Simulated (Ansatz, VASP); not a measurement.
# Cross-check of CO2 between VASP and Ansatz

Wanted: the spread between two codes on one cell, functional and k mesh. The cell is taken from a series of runs on this material, whose earlier steps may have relaxed, scaled, displaced or heated it; both programs get it as it stands.

Program: Ansatz 0.2.0. Level of theory: plane waves, with VASP 6.6.1 beside it; zone-centre phonons at PBEsol with D3(BJ). Results are calculated unless marked as measured.

**1. The structure**

It takes space group I-42d (No. 122, tetragonal). The conventional cell has a = 3.926 Å, b = 3.926 Å, c = 5.939 Å, α = 90.00°, β = 90.00°, γ = 90.00°. Nearest to C lie 4 O at 1.39 Å. O has 2 C at 1.39 Å nearest. Farther neighbours and most contacts between anions are not listed.

As a file:

```cif
data_structure
_symmetry_space_group_name_H-M 'P 1'
_symmetry_Int_Tables_number 1
_cell_length_a 4.0652
_cell_length_b 4.0652
_cell_length_c 4.0652
_cell_angle_alpha 122.248
_cell_angle_beta 122.248
_cell_angle_gamma 86.149
_cell_volume 45.78
loop_
_atom_site_label
_atom_site_type_symbol
_atom_site_fract_x
_atom_site_fract_y
_atom_site_fract_z
_atom_site_occupancy
C1 C 0.75000 0.25000 0.50000 1
C2 C 0.00000 0.00000 0.00000 1
O3 O 0.70857 0.12500 0.08357 1
O4 O 0.04143 0.62500 0.91643 1
O5 O 0.37500 0.29143 0.41643 1
O6 O 0.87500 0.95857 0.58357 1
```

**2. Ansatz: zone-centre phonons, PBEsol with D3(BJ)**

Ansatz runs on its default PAW (the set named soft_2) files.

Second derivatives magnify differences that forces hide, and they need a tight electronic threshold.

Contents of input.yaml:

```yaml
crystal:
  lattice:
    - [-1.9631678784, 1.9631678784, 2.9694905765]
    - [1.9631678784, -1.9631678784, 2.9694905765]
    - [1.9631678784, 1.9631678784, -2.9694905765]
  atoms:
    - { symbol: C, position: [0.75, 0.25, 0.5] }
    - { symbol: C, position: [0.0, 0.0, 0.0] }
    - { symbol: O, position: [0.7085690882, 0.125, 0.0835690882] }
    - { symbol: O, position: [0.0414309118, 0.625, 0.9164309118] }
    - { symbol: O, position: [0.375, 0.2914309118, 0.4164309118] }
    - { symbol: O, position: [0.875, 0.9585690882, 0.5835690882] }
kpoints:
  mp_grid: { grid: [8, 8, 8] }
hamiltonian:
  xc: pbesol
  dispersion: d3bj
scf:
  occupations: { method: fixed }
output:
  eigenvalues: true
phonons:
  method: dfpt
```

Command:

```bash
ansatz run input.yaml --threads 8 --pin off --max-ram 14336MiB --backend cpu --events-out ev --progress --plain --runs-dir out
```

Numbers of over 12 decimals in the logs are rounded to 6 here.

Log:

```text
Engine: ansatz 0.2.0, aarch64-unknown-linux-gnu
Pseudopotentials: kind: paw
Pseudopotential: C, paw, valence charge 4, recommended cutoff 420 eV (normal), C.paw.azcp
Pseudopotential: O, paw, valence charge 6, recommended cutoff 420 eV (normal), O.paw.azcp
Functional definition: PBEsol
  exchange = pbesol_x
  correlation = pbesol_c
Crystal: 6 atoms, lattice volume = 45.778 Å³
Basis set: ecut = 420 eV, 909 PW (Γ), exchange–correlation on 64×64×64 points (8 copies of the dense FFT grid, shifted against one another)
Bands: 22, of which v1, the nominal top of the filled ones, is band 16 counted from 1 (15 counted from 0)
Symmetry: 8 space group operations
k-points: 260 of 512 (irreducible under 1 space group operation, time reversal used)
Non-local potential: C, projectors of the file, l = 0: 2, l = 1: 2, l = 2: 1
Non-local potential: O, projectors of the file, l = 0: 2, l = 1: 2, l = 2: 1
PAW form: soft (Blöchl's): semilocal exchange-correlation on the pseudo side does not see the compensation charge
PAW frozen core: C, regenerated for the run's functional, and the local potential with it (the file was generated under x = pbe(κ = 0.804, μ = 0.219515), c = pbe(β = 0.066725))
PAW frozen core: O, regenerated for the run's functional, and the local potential with it (the file was generated under x = pbe(κ = 0.804, μ = 0.219515), c = pbe(β = 0.066725))
PAW one-centre angular grid: C, 110 points (default); XC on 64 Gauss nodes
PAW one-centre angular grid: O, 110 points (default); XC on 64 Gauss nodes
Initial density: superposition of atomic densities (neutral atoms: chi_scale 0, normalization atom), corrected by the library's trained network
Initial wavefunctions: pseudopotential atomic-orbital guess
Functional: x = pbesol(κ = 0.804, μ = 0.123457), c = pbesol(β = 0.046)
SCF iter   1: F=—  HF=-2733.103876 eV  |F-HF|=—  |Δ(HF+E_count)|=         —  Δρ=1.02e-2  dr2=3.11e-2  ethr=1.77e-3  ⟨swp⟩=5.0  Hψ=21825  notcnv=0  defer=1011
preconditioner: auto → none  [insulator: Δε(μ)=7.607 eV  Ē_g=19.151 eV  n_scr=14 (ndim 8)  ℏωp=31.0 eV  f_vac=0.033  ε∞_Penn≈3.6]
SCF iter   2: F=—  HF=-2733.094745 eV  |F-HF|=—  |Δ(HF+E_count)|=   9.13e-3  Δρ=2.70e-3  dr2=1.89e-3  ethr=9.72e-5  ⟨swp⟩=3.0  Hψ=12422  notcnv=0  defer=1038
SCF iter   3: F=—  HF=-2733.094690 eV  |F-HF|=—  |Δ(HF+E_count)|=   5.54e-5  Δρ=1.19e-3  dr2=2.94e-4  ethr=5.92e-6  ⟨swp⟩=2.0  Hψ=9245  notcnv=0  defer=1038
SCF iter   4: F=—  HF=-2733.094732 eV  |F-HF|=—  |Δ(HF+E_count)|=   4.23e-5  Δρ=4.19e-4  dr2=1.58e-5  ethr=9.20e-7  ⟨swp⟩=2.0  Hψ=8328  notcnv=0  defer=840
SCF iter   5: F=—  HF=-2733.094767 eV  |F-HF|=—  |Δ(HF+E_count)|=   3.50e-5  Δρ=3.66e-5  dr2=1.75e-7  ethr=4.95e-8  ⟨swp⟩=2.5  Hψ=9913  notcnv=0  defer=502
SCF iter   6: F=—  HF=-2733.094767 eV  |F-HF|=—  |Δ(HF+E_count)|=   1.08e-7  Δρ=5.59e-6  dr2=4.13e-9  ethr=5.48e-10  ⟨swp⟩=2.1  Hψ=8219  notcnv=0  defer=502
SCF iter   7: F=-2733.094767 eV  HF=-2733.094767 eV  |F-HF|=4.55e-12  |Δ(HF+E_count)|=   7.18e-9  Δρ=3.56e-7  dr2=3.37e-11  ethr=1.00e-12  ⟨swp⟩=11.2  Hψ=39620  notcnv=0
SCF 1 converged in 7 iterations: F = -2733.094767 eV  dr2 = 3.37e-11
  greatest PAW one-centre occupation: 0.864 electrons in one spin orbital (limit 2), on the O atom at site 5 (counted from 0), in its partial waves of l = 0
DFPT response loops at Γ: preconditioner auto → none (the input reference at scf.mixing.eps_inf says where Resta's filter doesn't serve); β = 0.50; Broyden in place of MSR1
SCF converged after 7 iterations
Free energy (F): -2733.094767 eV
Harris-Foulkes:  -2733.094767 eV  (|F-HF|=4.55e-12)
Internal energy: -2733.094767 eV  (E = F + TS)
E sigma→0 (E₀):  -2733.094767 eV
Fermi energy:    5.271804 eV
--- Per-component energies (eV) ---
  E_band       = -109.215722
  E_kinetic    = 881.686911
  E_local      = -1741.241567  (includes V_loc(G=0)·N_el)
  E_nonlocal   = 245.887118
  E_hartree    = 575.376996
  E_xc         = -383.512798
  E_vxc        = -488.394191  (∫ρ·V_xc dr)
  E_paw        = -801.387021  (= ΣΔE_a)
  E_vpaw       = -157.917989  (= ΣTr[D̂ρ^β])
  E_aug_tail   = 0.010033  (compensation charges beyond the density's cutoff)
  E_ewald      = -1509.689658
  E_disp       = -0.408133  (pairwise vdW)
  E_core_change = 0.183353  (= ΣΔE_core)
  E_smearing   = -0.000000  (= −TS)
  E_closure    = 0.000000  (closes the sum)
  Σ components = -2733.094767   (vs F -2733.094767, Δ=0.00e0)
--- Band table (eV; the first three rows and the last of 260) ---
  k-point 0: bands = [... 12 lower, 4.0052, 4.3773, 4.3773, 4.8446, 12.9162, 14.7000, 14.7165, 14.7165, ... 2 higher]
  k-point 1: bands = [... 12 lower, 4.1411, 4.1472, 4.2720, 4.6854, 13.0876, 14.7011, 14.8745, 15.0558, ... 2 higher]
  k-point 2: bands = [... 12 lower, 4.0525, 4.0617, 4.4742, 4.6284, 13.4038, 14.6375, 15.4251, 15.4543, ... 2 higher]
  k-point 259: bands = [... 12 lower, 2.3679, 2.3679, 5.2536, 5.2536, 14.2341, 14.2341, 16.1413, 16.1413, ... 2 higher]
--- Phonons (Γ-DFPT): 5 representative perturbations + reference, on 260 of 512 k-points (Σ response iterations 17) ---
  k mesh reduced under 1 symmetry operation, with k and −k counted as one. Each operation leaves every solved perturbation unchanged. A smaller set is not used because it would not reduce the number of displacements times k-points to solve
  ASR residual: 1.427e-4 → 0.000e0 eV/Å²; symmetrization residual: 1.208e-6 eV/Å²
  pairwise dispersion correction: d3bj (s6 = 1.0, s8 = 2.9491, a1 = 0.4466, a2_bohr = 6.1742), with the weights of each atom's references fixed at the reference crystal's, and the forces and stress that the weights' published response gives there kept as a pressure on the atom's counted neighbours (hamiltonian.dispersion)
  ASR residual per site (eV/Å²): 1.06e-4 1.06e-4 1.43e-4 1.43e-4 1.43e-4 1.43e-4
  Γ frequencies (cm⁻¹): 0.00 0.00 0.00 342.85 342.85 531.74 639.58 682.49 783.80 845.66 845.66 874.38 874.38 894.02 1056.14 1056.14 1074.91 1088.94
  non-analytic LO–TO correction: not included (Born effective charges unavailable; polar crystals: no LO–TO splitting at Γ)
```

In the SCF lines HF is the Harris–Foulkes energy and dr2 the Hartree energy of the density residual, in eV; the loop may stop once dr2 is under the threshold and the program's other checks hold. Hψ counts applications of the Hamiltonian.

(Continued in part 2 of 2.)

[Lines on the potential files, build, host, timing and source positions are cut from VASP's logs without a mark.]

[Logs are printed without paths, hosts, clocks, repeated set-up lines and the standing remarks that a program may print on its own settings, such as how far it seeks lower states.]

[Hosts, paths, dates, database ids (printed as entryN), source tags and the programs' standing remarks are cut or masked in the printed files.]
